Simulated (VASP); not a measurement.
Given:

```xyz
2
Lattice="1.2192 -2.1118 0.0000 1.2192 2.1118 0.0000 0.0000 0.0000 3.9357" Properties=species:S:1:pos:R:3 pbc="T T T"
Co     1.2192     0.7039     0.9839
Co     1.2192    -0.7039     2.9518
```
Starting moments (μB, in the order of the record's atoms Co Co): 1.6 1.6.

Method: PBEsol GGA, VASP's PBE PAW potentials (set 64) (plane waves; VASP 6.6.1). Settings: 480 eV cut-off, 16×16×8 Γ-centred mesh, first-order Methfessel-Paxton smearing of 0.10 eV, potentials Co.

**Question.** Estimate the cell moment, energy per atom (σ→0), pressure, band gap (on the k-mesh) with the smallest direct gap where there is one.

**Answer.** 
```yaml
band gap (on the k-mesh): none (metal, semimetal or under 0.01 eV)
cell_moment: 3.11 μB
energy per atom (σ→0): -7.735 eV/atom
pressure: 4.97 GPa
```

**Question.** Give the moment on each site (PAW-sphere projection).

**Answer.** 
```
site  moment (μB)
----  -----------
Co1          1.56
Co2          1.56
```

The compound is Co in the hcp structure. It was relaxed first under an external pressure of 5 GPa.
